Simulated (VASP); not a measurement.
# MnCuAs with PBE: from relaxation to properties, part 2 of 2

Aim: relax MnCuAs, then compute properties on the relaxed cell. The start is a computed cell from the Materials Project.

VASP 6.6.1, plane waves and PAW; the level of theory is named at each step.

Still holding for the runs below: The magnetic order is the lowest of the few collinear ones that converged above; longer or canted patterns were not tried.

So far. Step 8 (Relaxing cell and atoms (PBE)): It ends with a largest force of 0.009 eV/Å and a pressure of 0.01 GPa. Step 9 (Second relaxation): It ends with a largest force of 0.006 eV/Å and a pressure of 0.01 GPa. The volume moved by only 0.05 %, so the volume is settled. The relaxed cell has a = 3.670, c = 6.412 Å (conventional setting).

## (10) Density, ELF and potential (PBE)

A single point on the relaxed cell gives a clean self-consistent state, with density, ELF and potential written out.

INCAR reads:

```
SYSTEM = MnCuAs
PREC = Accurate
ENCUT = 400
EDIFF = 1E-06
NELM = 100
ISMEAR = 1
SIGMA = 0.2
LREAL = .FALSE.
ALGO = Normal
GGA = PE
NBANDS = 38
ISPIN = 2
MAGMOM = 3.47 -3.47 0 -0 0.01 -0.01
LASPH = .TRUE.
LMAXMIX = 4
LORBIT = 11
LWAVE = .FALSE.
LCHARG = .TRUE.
ISIF = 2
LELF = .TRUE.
LVHAR = .TRUE.
```

POSCAR reads:

```
MnCuAs
1.0
    3.6699914250      0.0000000000      0.0000000000
    0.0000000000      3.6699914250      0.0000000000
    0.0000000000      0.0000000000      6.4115558366
Mn Cu As
2 2 2
Direct
    0.0000000000      0.5000000000      0.1504297854
    0.5000000000      0.0000000000      0.8495702146
    0.0000000000      0.0000000000      0.5000000000
    0.5000000000      0.5000000000      0.5000000000
    0.0000000000      0.5000000000      0.7737907968
    0.5000000000      0.0000000000      0.2262092032
```

KPOINTS reads:

```
Automatic mesh
0
Gamma
5 5 3
0 0 0
```

PAW data sets: Mn_pv, Cu and As (PBE family, release 64).

On the command line:

```
$ mpirun -np 8 vasp_std
```

Elapsed: 18 s, on 8 MPI ranks of Intel Xeon Platinum 8488C (Sapphire Rapids), shared host; peak memory 0.95 GiB; 1.7 min of CPU time.

With spin, VASP writes an ELF for each channel.

This step gave:

| Property | Result |
| --- | --- |
| electronic steps | 15 |
| bands | 40 |
| Fermi energy | 8.297 eV |
| pressure | 0.05553 GPa |

Valence electrons inside each PAW sphere by angular momentum. Sphere charges, by row:

| atom | s (e) | p (e) | d (e) | tot (e) |
| --- | --- | --- | --- | --- |
| Mn1 | 0.241 | 6.211 | 5.093 | 11.55 |
| Mn2 | 0.241 | 6.211 | 5.093 | 11.55 |
| Cu3 | 0.392 | 0.403 | 9.207 | 10 |
| Cu4 | 0.392 | 0.403 | 9.207 | 10 |
| As5 | 1.198 | 1.558 | 0.076 | 2.832 |
| As6 | 1.198 | 1.558 | 0.076 | 2.832 |

Spin density in the ac plane at fractional y = 0.000, with atoms of Mn and Cu and As within 0.2 Å of it.

Values in e/Å³, 24 rows by 14 columns, each cell a mean:
```
 0.0  0.0  0.0 -0.1 -0.1 -0.2 -0.4 -0.4 -0.3 -0.2 -0.1  0.0  0.0  0.0
 0.0  0.0  0.0 -0.1 -0.2 -0.7 -1.6 -1.9 -1.3 -0.6 -0.2 -0.1  0.0  0.0
 0.0  0.0  0.0 -0.1 -0.4 -1.6 -3.5 -4.3 -3.0 -1.2 -0.3 -0.1  0.0  0.0
 0.0  0.0  0.0 -0.1 -0.5 -1.9 -4.1 -5.0 -3.5 -1.4 -0.4 -0.1  0.0  0.0
 0.0  0.0  0.0 -0.1 -0.3 -1.2 -2.6 -3.2 -2.3 -0.9 -0.3 -0.1  0.0  0.0
 0.0  0.0  0.0 -0.1 -0.2 -0.4 -0.8 -0.9 -0.7 -0.3 -0.1  0.0  0.0  0.0
 0.0  0.0  0.0  0.0 -0.1 -0.1 -0.2 -0.2 -0.2 -0.1 -0.1  0.0  0.0  0.0
 0.0  0.0  0.0  0.0  0.0  0.0 -0.1 -0.1 -0.1  0.0  0.0  0.0  0.0  0.0
 0.0  0.0  0.0  0.0  0.0  0.0  0.0  0.0  0.0  0.0  0.0  0.0  0.0  0.0
 0.0  0.0  0.0  0.0  0.0  0.0  0.0  0.0  0.0  0.0  0.0  0.0  0.0  0.0
 0.0  0.0  0.0  0.0  0.0  0.0  0.0  0.0  0.0  0.0  0.0  0.0  0.0  0.0
 0.0  0.0  0.0  0.0  0.0  0.0  0.0  0.0  0.0  0.0  0.0  0.0  0.0  0.0
 0.0  0.0  0.0  0.0  0.0  0.0  0.0  0.0  0.0  0.0  0.0  0.0  0.0  0.0
 0.0  0.0  0.0  0.0  0.0  0.0  0.0  0.0  0.0  0.0  0.0  0.0  0.0  0.0
 0.0  0.0  0.0  0.0  0.0  0.0  0.0  0.0  0.0  0.0  0.0  0.0  0.0  0.0
 0.0  0.0  0.0  0.0  0.0  0.0  0.0  0.0  0.0  0.0  0.0  0.0  0.0  0.0
 0.0  0.0  0.0  0.0  0.0  0.0  0.0  0.0  0.0  0.0  0.0  0.0  0.0  0.0
 0.0  0.0  0.0  0.0  0.0  0.0  0.0  0.0  0.0  0.0  0.0  0.0  0.0  0.0
 0.0  0.0  0.0  0.0  0.0  0.0  0.0  0.0  0.0  0.0  0.0  0.0  0.0  0.0
 0.0  0.0  0.0  0.0  0.0  0.0  0.0  0.0  0.0  0.0  0.0  0.0  0.0  0.0
 0.0  0.0  0.0  0.0  0.0  0.0  0.0  0.0  0.0  0.0  0.0  0.0  0.0  0.0
 0.0  0.0  0.0  0.0  0.0  0.0  0.0  0.0  0.0  0.0  0.0  0.0  0.0  0.0
 0.0  0.0  0.0  0.0  0.0  0.0  0.0  0.0  0.0  0.0  0.0  0.0  0.0  0.0
 0.0  0.0  0.0  0.0  0.0  0.0  0.0  0.0  0.0  0.0  0.0  0.0  0.0  0.0
```
Columns run along a (3.7 Å), rows up along c (6.4 Å). Atoms in or near the plane, at fractional coordinates: Mn at (0.50, 0.85), Cu at (0.00, 0.50), As at (0.50, 0.23).

Valence density in the ac plane at fractional y = 0.000, with atoms of Mn and Cu and As within 0.2 Å of it. It is the smooth field of the valence electrons, not physical close to the nuclei.

Ten steps, logarithmic in the rise over the least value, from '0' (0 e/Å³) to '9' (16 e/Å³), each cell a mean:
```
22223455532222
22223678753222
22234799974222
22235899974222
22234789864222
22223467643222
22222334332222
22222222222222
43322222222233
66432222222346
98632222223468
99743222223579
98633222223479
76533222223357
44333333333334
33333333333333
22233333333322
22233321233322
22233310233322
22233332333322
22233333333222
22223333333222
22222333332222
22222333332222
```
Columns run along a (3.7 Å), rows up along c (6.4 Å). Atoms in or near the plane, at fractional coordinates: Mn at (0.50, 0.85), Cu at (0.00, 0.50), As at (0.50, 0.23).

Electrostatic potential energy in the ac plane at fractional y = 0.000, with atoms of Mn and Cu and As within 0.2 Å of it. With pseudopotentials it is smooth inside the atoms' cores, unlike the true potential.

Ten even steps from '0' (-49 eV) to '9' (2 eV), each cell a mean:
```
99998643468999
99986311247999
99984100025899
99974100025899
99985200036899
99997432358999
99998766689999
99999988999999
66899999999976
23589999999753
01379999999520
00268999998410
00369999998520
22479999999742
56788877788875
88988532368898
99985101026899
99973035214899
99973057304899
99984112115899
99987311147999
99998765689999
99999888889999
99999887889999
```
Columns run along a (3.7 Å; values clipped at the 3rd and 97th percentile), rows up along c (6.4 Å). Atoms in or near the plane, at fractional coordinates: Mn at (0.50, 0.85), Cu at (0.00, 0.50), As at (0.50, 0.23).

In this run the pressure is 0.06 GPa, small enough to go on.

## (11) Bands along the symmetry lines (PBE)

Levels along the symmetry lines show where the bands peak and cross; KPOINTS_OPT computes them in the converged potential.

INCAR reads:

```
SYSTEM = MnCuAs
PREC = Accurate
ENCUT = 400
EDIFF = 1E-06
NELM = 100
ISMEAR = 1
SIGMA = 0.2
LREAL = .FALSE.
ALGO = Normal
GGA = PE
NBANDS = 48
ISPIN = 2
MAGMOM = 3.375 -3.375 0 0 0.01 -0.01
LASPH = .TRUE.
LMAXMIX = 4
LORBIT = 11
LWAVE = .FALSE.
LCHARG = .FALSE.
KPAR = 8
```

POSCAR is that of step 10.

KPOINTS is that of step 10.

KPOINTS_OPT reads:

```
Line mode
16
Line-mode
Reciprocal
  0.00000000   0.00000000   0.00000000 GAMMA
  0.00000000   0.50000000   0.00000000 X

  0.00000000   0.50000000   0.00000000 X
  0.50000000   0.50000000   0.00000000 M

  0.50000000   0.50000000   0.00000000 M
  0.00000000   0.00000000   0.00000000 GAMMA

  0.00000000   0.00000000   0.00000000 GAMMA
  0.00000000   0.00000000   0.50000000 Z

  0.00000000   0.00000000   0.50000000 Z
  0.00000000   0.50000000   0.50000000 R

  0.00000000   0.50000000   0.50000000 R
  0.50000000   0.50000000   0.50000000 A

  0.50000000   0.50000000   0.50000000 A
  0.00000000   0.00000000   0.50000000 Z

  0.00000000   0.50000000   0.00000000 X
  0.00000000   0.50000000   0.50000000 R

  0.50000000   0.50000000   0.00000000 M
  0.50000000   0.50000000   0.50000000 A
```

On the command line:

```
$ mpirun -np 8 vasp_std
```

It took 97 s on 8 MPI ranks; peak memory 2.1 GiB; 12 min of CPU time.

Spin-orbit coupling is off here; it would split degenerate levels.

Numbers from this step:

- bands: 48
- pressure: 0.08573 GPa

Both spin channels agree. Electronic bands along the path, in eV, zero at the Fermi level; # counts the bands kept:

| point | #18 | #19 | #20 | #21 | #22 | #23 | #24 | #25 |
| --- | --- | --- | --- | --- | --- | --- | --- | --- |
| Γ | -2.26 | -1.37 | -0.70 | -0.41 | -0.41 | 0.23 | 0.85 | 1.50 |
| 0.47 of the way | -2.14 | -1.77 | -0.95 | -0.16 | 0.10 | 0.47 | 0.51 | 1.44 |
| X | -2.11 | -1.78 | -1.35 | -0.39 | 0.51 | 1.00 | 1.14 | 1.67 |
| 0.47 of the way | -2.05 | -1.90 | -1.59 | -0.79 | 0.14 | 0.48 | 0.67 | 1.08 |
| M | -2.21 | -2.08 | -2.08 | -1.43 | 0.17 | 0.31 | 0.59 | 0.59 |
| 0.47 of the way | -2.12 | -1.59 | -1.53 | -1.24 | 0.01 | 0.37 | 0.83 | 1.25 |
| Γ | -2.26 | -1.37 | -0.70 | -0.41 | -0.41 | 0.23 | 0.85 | 1.50 |
| 0.47 of the way | -1.97 | -1.50 | -0.67 | -0.49 | -0.49 | 0.23 | 1.18 | 1.47 |
| Z | -1.73 | -1.66 | -0.63 | -0.58 | -0.58 | 0.23 | 1.42 | 1.42 |
| 0.47 of the way | -1.97 | -1.33 | -1.15 | -0.58 | 0.27 | 0.74 | 1.30 | 1.58 |
| R | -2.18 | -1.40 | -1.09 | 0.38 | 0.60 | 0.71 | 0.99 | 1.81 |
| 0.47 of the way | -2.14 | -2.13 | -0.87 | -0.28 | 0.01 | 0.84 | 1.02 | 1.47 |
| A | -2.06 | -2.06 | -1.88 | -1.57 | 0.77 | 0.77 | 0.86 | 1.17 |
| 0.47 of the way | -2.05 | -1.88 | -1.77 | -0.51 | 0.55 | 0.73 | 1.00 | 1.23 |
| Z | -1.73 | -1.66 | -0.63 | -0.58 | -0.58 | 0.23 | 1.42 | 1.42 |
| jump to X | -2.11 | -1.78 | -1.35 | -0.39 | 0.51 | 1.00 | 1.14 | 1.67 |
| 0.53 of the way | -1.74 | -1.71 | -1.55 | 0.09 | 0.43 | 1.00 | 1.05 | 1.90 |
| R | -2.18 | -1.40 | -1.09 | 0.38 | 0.60 | 0.71 | 0.99 | 1.81 |
| jump to M | -2.21 | -2.08 | -2.08 | -1.43 | 0.17 | 0.31 | 0.59 | 0.59 |
| 0.47 of the way | -2.07 | -2.07 | -2.01 | -1.52 | 0.67 | 0.67 | 0.72 | 0.77 |
| A | -2.06 | -2.06 | -1.88 | -1.57 | 0.77 | 0.77 | 0.86 | 1.17 |

Of the projections kept (Mn, Cu, As), the largest for each band there; the rest of the weight can lie on other orbitals:

| point | #18 | #19 | #20 | #21 | #22 | #23 | #24 | #25 |
| --- | --- | --- | --- | --- | --- | --- | --- | --- |
| Γ | Cu 0.37 | Mn 0.80 | Mn 0.85 | Mn 0.51 | Mn 0.51 | Mn 0.98 | As 0.52 | Mn 0.62 |
| X | Mn 0.63 | Mn 0.61 | Mn 0.66 | Mn 0.73 | Mn 0.95 | Mn 0.97 | Mn 0.85 | As 0.42 |
| M | Mn 0.91 | Cu 0.72 | Cu 0.72 | Mn 0.88 | Mn 0.42 | Mn 0.64 | Mn 0.79 | Mn 0.79 |
| Γ | Cu 0.37 | Mn 0.80 | Mn 0.85 | Mn 0.51 | Mn 0.51 | Mn 0.98 | As 0.52 | Mn 0.62 |
| Z | Mn 0.57 | Mn 0.87 | Mn 0.83 | As 0.41 | As 0.41 | Mn 0.97 | Mn 0.85 | Mn 0.85 |
| R | Mn 0.50 | Mn 0.66 | Mn 0.47 | Mn 0.91 | Mn 0.48 | Mn 0.60 | Mn 0.97 | Mn 0.60 |

There is no gap at this level.

## (12) Total and projected DOS (PBE)

Here the states are counted by energy and projected on the atoms. The mesh is finer than in the run before.

INCAR, as its differences from that of step 11:

```diff
@@ -5,3 +5,3 @@
 NELM = 100
-ISMEAR = 1
+ISMEAR = -5
 SIGMA = 0.2
@@ -19 +19,2 @@
 KPAR = 8
+NEDOS = 2001
```

POSCAR is that of step 11.

KPOINTS reads:

```
Automatic mesh
0
Gamma
8 8 5
0 0 0
```

On the command line:

```
$ mpirun -np 8 vasp_std
```

Wall time 54 s (8 MPI ranks); peak memory 2.6 GiB.

With tetrahedra the forces and stress of a metal are not exact derivatives of the energy.

Numbers from this step:

| Property | Result |
| --- | --- |
| electronic steps | 17 |
| irreducible k points | 45 |
| free energy (TOTEN) | -35.21 eV |
| Fermi energy | 8.196 eV |
| pressure | 0.2108 GPa |
| DOS at the Fermi level | 1.109 states/eV/cell |

The density of states has structure finer than the step of the table below, so its rows give means over 0.5 eV, whole bins alone (the curve runs from -12.0 to 3.09 eV). Peaks (eV: height): total -4.69: 14.2, -4.05: 19.8, -3.34: 19.5, -3.12: 20.4; Cu d -4.69: 5.58, -4.05: 14.2, -3.34: 13.3, -3.12: 14.7; Mn d -2.69: 6.26, -2.27: 7.04, 0.81: 5.49, 1.16: 4.80; As p -6.55: 0.886, -4.69: 2.23, -3.91: 0.670, -1.91: 0.729; Cu p -4.69: 0.381, -4.19: 0.207, -3.98: 0.399, -2.69: 0.177.

States under -12.0 eV and over 3.1 eV are left out; both spin channels agree and are summed. Density of states against energy, zero at the Fermi level; means over each step; 7 of 9 lines; values in states/eV/cell:

| energy (eV) | total | Cu d | Mn d | As p | Cu p | Mn p | Cu s |
| --- | --- | --- | --- | --- | --- | --- | --- |
| -11.5 | 1.15 | 0.0266 | 0.0359 | 0.00146 | 0.0261 | 0.0111 | 0.00820 |
| -11.0 | 0 | 0 | 0 | 0 | 0 | 0 | 0 |
| -10.5 | 0 | 0 | 0 | 0 | 0 | 0 | 0 |
| -10.0 | 0 | 0 | 0 | 0 | 0 | 0 | 0 |
| -9.5 | 0 | 0 | 0 | 0 | 0 | 0 | 0 |
| -9.0 | 0 | 0 | 0 | 0 | 0 | 0 | 0 |
| -8.5 | 0 | 0 | 0 | 0 | 0 | 0 | 0 |
| -8.0 | 0 | 0 | 0 | 0 | 0 | 0 | 0 |
| -7.5 | 0.196 | 0.00848 | 0.00606 | 0.0331 | 0.00430 | 0.00346 | 0.0278 |
| -7.0 | 2.56 | 0.152 | 0.129 | 0.433 | 0.0652 | 0.0377 | 0.320 |
| -6.5 | 3.50 | 0.391 | 0.186 | 0.614 | 0.0723 | 0.0693 | 0.388 |
| -6.0 | 1.41 | 0.319 | 0.0817 | 0.235 | 0.0381 | 0.0175 | 0.0683 |
| -5.5 | 3.27 | 0.784 | 0.272 | 0.567 | 0.101 | 0.0758 | 0.145 |
| -5.0 | 6.41 | 2.30 | 0.662 | 1.05 | 0.177 | 0.128 | 0.0801 |
| -4.5 | 6.47 | 3.20 | 0.783 | 0.764 | 0.135 | 0.0695 | 0.0344 |
| -4.0 | 12.7 | 8.77 | 1.06 | 0.465 | 0.255 | 0.106 | 0.0307 |
| -3.5 | 8.32 | 5.60 | 1.43 | 0.180 | 0.0920 | 0.0391 | 0.0189 |
| -3.0 | 14.0 | 9.02 | 3.18 | 0.256 | 0.129 | 0.0557 | 0.0450 |
| -2.5 | 6.21 | 2.21 | 3.02 | 0.176 | 0.0637 | 0.0310 | 0.0115 |
| -2.0 | 7.75 | 2.07 | 4.01 | 0.413 | 0.0938 | 0.0639 | 0.0448 |
| -1.5 | 4.87 | 0.986 | 2.40 | 0.435 | 0.0907 | 0.0588 | 0.0331 |
| -1.0 | 3.18 | 0.499 | 1.55 | 0.288 | 0.0727 | 0.0532 | 0.0351 |
| -0.5 | 2.18 | 0.275 | 1.03 | 0.220 | 0.0562 | 0.0474 | 0.0184 |
| 0.0 | 1.54 | 0.138 | 0.875 | 0.106 | 0.0307 | 0.0217 | 0.0195 |
| 0.5 | 5.48 | 0.352 | 3.56 | 0.220 | 0.0959 | 0.0497 | 0.0997 |
| 1.0 | 6.34 | 0.286 | 4.41 | 0.269 | 0.0861 | 0.0468 | 0.0650 |
| 1.5 | 4.84 | 0.211 | 3.06 | 0.384 | 0.0818 | 0.0660 | 0.0923 |
| 2.0 | 2.81 | 0.143 | 1.41 | 0.271 | 0.0636 | 0.0629 | 0.0976 |
| 2.5 | 1.87 | 0.108 | 0.549 | 0.180 | 0.0718 | 0.0717 | 0.109 |

The finer mesh and the other smearing move the Fermi level by -0.10 eV from the 5×5×3 run, one measure of the sampling error in the zero of the bands above. Of the states within 0.3 eV of the Fermi level, the largest shares in the PAW spheres are Mn d 56 %, Cu d 9 % and As p 7 %. The rest lies in smaller channels or between the spheres.

## (13) Vibrations at Γ (PBE)

Zone-centre modes test whether the atoms sit at a minimum within this cell. IBRION = 8 takes the force constants from linear response, which needs tightly converged orbitals.

INCAR reads:

```
SYSTEM = MnCuAs
PREC = Accurate
ENCUT = 400
EDIFF = 1E-08
NELM = 100
ISMEAR = 1
SIGMA = 0.2
LREAL = .FALSE.
ALGO = Normal
GGA = PE
NBANDS = 38
ISPIN = 2
MAGMOM = 3.375 -3.375 0 0 0.01 -0.01
LASPH = .TRUE.
LMAXMIX = 4
LORBIT = 11
LWAVE = .FALSE.
LCHARG = .FALSE.
KPAR = 8
IBRION = 8
ISIF = 2
```

POSCAR is that of step 12.

KPOINTS is that of step 12.

On the command line:

```
$ mpirun -np 8 vasp_std
```

Elapsed: 12 min, on 8 MPI ranks; peak memory 7.6 GiB; 1.6 h of CPU time.

Energies printed during the response cycles are not total energies of the cell.

This step gave:

```yaml
bands: 38
pressure_of_the_cell: 0.1394 GPa
largest_force_of_the_cell: 0.01016 eV/Å
fermi_energy: 8.208 eV
```

The modes at Γ (shares of kinetic energy by element, %):

| mode | frequency (cm⁻¹) | symmetry | Mn % | Cu % | As % |
| --- | --- | --- | --- | --- | --- |
| 1 | -1.8 | acoustic | 29 | 31 | 39 |
| 2 | -1.8 | acoustic | 29 | 31 | 39 |
| 3 | -1.0 | acoustic | 29 | 32 | 39 |
| 4 | 82.7 | Eg | 44 | 3 | 53 |
| 5 | 82.7 | Eg | 44 | 3 | 53 |
| 6 | 102.8 | Eu | 29 | 65 | 7 |
| 7 | 102.8 | Eu | 29 | 65 | 7 |
| 8 | 117.8 | Bg | 0 | 100 | 0 |
| 9 | 151.1 | A1g | 61 | 0 | 39 |
| 10 | 170.4 | Eg | 34 | 52 | 14 |
| 11 | 170.4 | Eg | 34 | 52 | 14 |
| 12 | 181.3 | A2u | 25 | 65 | 9 |
| 13 | 190.5 | Eu | 42 | 4 | 54 |
| 14 | 190.5 | Eu | 42 | 4 | 54 |
| 15 | 211.6 | Eg | 22 | 45 | 33 |
| 16 | 211.6 | Eg | 22 | 45 | 33 |
| 17 | 248.4 | A1g | 39 | 0 | 61 |
| 18 | 253.3 | A2u | 46 | 2 | 52 |

Displacements in mode 4 (82.7 cm⁻¹), the largest set to 1:
```
Mn1  0.16 -1.00  0.00
Mn2 -0.16  1.00  0.00
Cu3  0.04  0.23  0.00
Cu4 -0.04 -0.23  0.00
As5 -0.15  0.94  0.00
As6  0.15 -0.94  0.00
```

Displacements in mode 11 (170.4 cm⁻¹), the largest set to 1:
```
Mn1  0.48  0.87  0.00
Mn2 -0.48 -0.87  0.00
Cu3 -0.55  1.00  0.00
Cu4  0.55 -1.00  0.00
As5  0.26  0.47  0.00
As6 -0.26 -0.47  0.00
```

The three acoustic modes lie within 1.8 cm⁻¹ of zero, and all others are real. By the characters of their eigenvectors the optical modes sort into (cm⁻¹) Raman active: Eg 83, Bg 118, A1g 151, Eg 170, Eg 212, A1g 248; infrared active: Eu 103, A2u 181, Eu 191, A2u 253. B labels carry no number here, since it depends on the setting of the axes. With a centre of inversion no mode is active in both.

## (14) Field gradients at the nuclei (PBE)

Field gradients probe how far the charge around each nucleus departs from cubic symmetry; LASPH keeps the non-spherical terms inside the spheres.

INCAR, as its differences from that of step 13:

```diff
@@ -3,3 +3,3 @@
 ENCUT = 400
-EDIFF = 1E-08
+EDIFF = 1E-07
 NELM = 100
@@ -19,3 +19,2 @@
 KPAR = 8
-IBRION = 8
-ISIF = 2
+LEFG = .TRUE.
```

POSCAR is that of step 13.

KPOINTS reads:

```
Automatic mesh
0
Gamma
5 5 3
0 0 0
```

On the command line:

```
$ mpirun -np 8 vasp_std
```

Run time: 25 s. Hardware: 8 MPI ranks; peak memory 1.7 GiB; 2.6 min of CPU time.

Numbers from this step:

```yaml
electronic_steps: 18
irreducible_k_points: 12
free_energy_toten: -35.25 eV
fermi_energy: 8.298 eV
pressure: -0.02410 GPa
```

Electric field gradients, by row:

| atom | Vxx (V/Å²) | Vyy (V/Å²) | Vzz (V/Å²) | asymmetry |
| --- | --- | --- | --- | --- |
| Mn1 | 8.258 | 8.258 | -16.52 | 0 |
| Mn2 | 8.258 | 8.258 | -16.52 | 0 |
| Cu3 | 0.334 | 0.334 | -0.668 | 0 |
| Cu4 | 0.334 | 0.334 | -0.668 | 0 |
| As5 | -7.096 | -7.096 | 14.19 | 0 |
| As6 | -7.096 | -7.096 | 14.19 | 0 |

The largest gradient, -16.52 V/Å², sits on Mn1 and like sites; times the quadrupole moment of a nucleus that has one, it gives the coupling that NMR and NQR see.

## (15) Total energy, forces and stress (PBE), changed input

A single point gives energy, forces and stress at these settings. Some settings are moved from the usual, to see what they do.

INCAR, as its differences from that of step 14:

```diff
@@ -3,3 +3,3 @@
 ENCUT = 400
-EDIFF = 1E-07
+EDIFF = 1E-06
 NELM = 100
@@ -19,2 +19,3 @@
 KPAR = 8
-LEFG = .TRUE.
+ISIF = 2
+ADDGRID = .TRUE.
```

POSCAR is that of step 14.

KPOINTS is that of step 14.

On the command line:

```
$ mpirun -np 8 vasp_std
```

Elapsed: 39 s, on 8 MPI ranks; peak memory 2 GiB.

Numbers from this step:

| Property | Result |
| --- | --- |
| electronic steps | 15 |
| Fermi energy | 8.297 eV |
| pressure | 0.05170 GPa |

The pressure is 0.05 GPa and the largest force 0.007 eV/Å.

## (16) What came out

| Item | Value |
| --- | --- |
| relaxed volume | 14.39 Å³/atom |
| relaxed conventional cell a, b, c | 3.670, 3.670, 6.412 Å |
| space group after relaxing, within 0.02 Å | P4/nmm (No. 129) |
| moment of the cell (8×8×5 mesh) | 0 μB |
| largest site moment (8×8×5 mesh) | 3.39 μB on Mn1 |
| band gap | none, a metal |
| DOS at the Fermi level | 1.11 states/eV/cell |
| highest zone-centre mode | 253 cm⁻¹ |
| largest field gradient Vzz | -16.52 V/Å² on Mn1 |

What this shows: With PBE, MnCuAs relaxes to 14.39 Å³/atom in space group P4/nmm, comes out as a metal and keeps moments of up to 3.39 μB (8×8×5 mesh). Bands along the symmetry lines (PBE): Of the bands kept, 2 cross the Fermi level on this path. Vibrations at Γ (PBE): The highest mode in this list at Γ, 253.3 cm⁻¹, has its largest share on As (52 % of the kinetic energy). Spin-orbit coupling is left out; it would split some degenerate bands. The k-sampling is coarse for a metal, so the Fermi level, moments, pressures and the shape of the cell carry errors. Only a few collinear orders were tried, on the cell as listed. Modes at Γ alone can't show that the crystal is stable at other wave vectors. No search among competing phases was made, and a listed structure need not be the one stable at ambient conditions. All values are for a static lattice at zero temperature.

[Lines on the potential files, build, host, timing and source positions are cut from VASP's logs without a mark.]

[Logs are printed without paths, hosts, clocks, repeated set-up lines and the standing remarks that a program may print on its own settings, such as how far it seeks lower states.]

[Hosts, paths, dates, database ids (printed as entryN), source tags and the programs' standing remarks are cut or masked in the printed files.]

[A measured line is paired with the nearest computed mode of its activity, which favours agreement.]
